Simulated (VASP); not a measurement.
Given:

```cif
data_BP
_chemical_formula_sum 'B1 P1'
_space_group_name_H-M_alt 'P 1'
_space_group_IT_number 1
_cell_length_a 3.23253
_cell_length_b 3.23253
_cell_length_c 3.23253
_cell_angle_alpha 60.000
_cell_angle_beta 60.000
_cell_angle_gamma 60.000
loop_
_space_group_symop_operation_xyz
  'x, y, z'
loop_
_atom_site_label
_atom_site_type_symbol
_atom_site_fract_x
_atom_site_fract_y
_atom_site_fract_z
_atom_site_occupancy
B1 B 0.00000 0.00000 0.00000 1
P1 P 0.25000 0.25000 0.25000 1
```

Method: RPBE GGA, VASP's PBE PAW potentials (set 64) (plane waves; VASP 6.6.1). Settings: 520 eV cut-off, 10×10×10 Γ-centred mesh, Gaussian smearing of 0.050 eV, potentials B P.

### Question
Give the energy at these volumes per atom, relative to the lowest: 11.22, 11.58, 11.94, 12.29, 12.65 Å³.

### Answer
23.4, 5.6, 0.0, 4.8, 18.6 meV/atom. A third-order Birch-Murnaghan fit gives B0 = 155 GPa and B0′ = 3.8.

Measured: bulk modulus 176 GPa at 0 K (computed value off by -12.0 %), as given by Tamar Goldzak et al., The Journal of Chemical Physics (2022), arXiv:2208.04865 [0 K, zero-point effect removed]; a 4.525 Å at 0 K (computed value off by +1.0 %), as given by Daniel Mejia-Rodriguez et al., Physical Review B (2018), arXiv:1807.09216 [static lattice: zero-point anharmonic expansion removed].

The compound is BP in the zinc blende structure. It was relaxed first.
